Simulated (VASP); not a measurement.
Given:

```
CELL_PARAMETERS angstrom
     -2.87674     2.87674     2.87674
      2.87674    -2.87674     2.87674
      2.87674     2.87674    -2.87674
ATOMIC_POSITIONS crystal
  Rb 0.00000 0.00000 0.00000
```

The numbers are results of r2SCAN meta-GGA, VASP's PBE PAW potentials (set 64) (plane waves; VASP), not measurements. Numerical set-up: 400 eV cut-off, 10×10×10 Γ-centred mesh, tetrahedra with Blöchl corrections, potentials Rb_sv.

**Question.** Give the energies of bands 5 to 7 at the high-symmetry points, in eV from the Fermi level.

**Answer.** 
| band | Γ | H | N | P |
|---|---|---|---|---|
| 5 | -2.07 | 1.31 | 0.32 | 1.29 |
| 6 | 4.03 | 1.31 | 0.65 | 1.29 |
| 7 | 4.03 | 3.36 | 2.82 | 1.29 |

It has no gap at this level: it comes out as a metal or semimetal.

The structure comes from a measured Rb entry (Im-3m) of the Crystallography Open Database, whose conditions weren't checked. It was relaxed first.
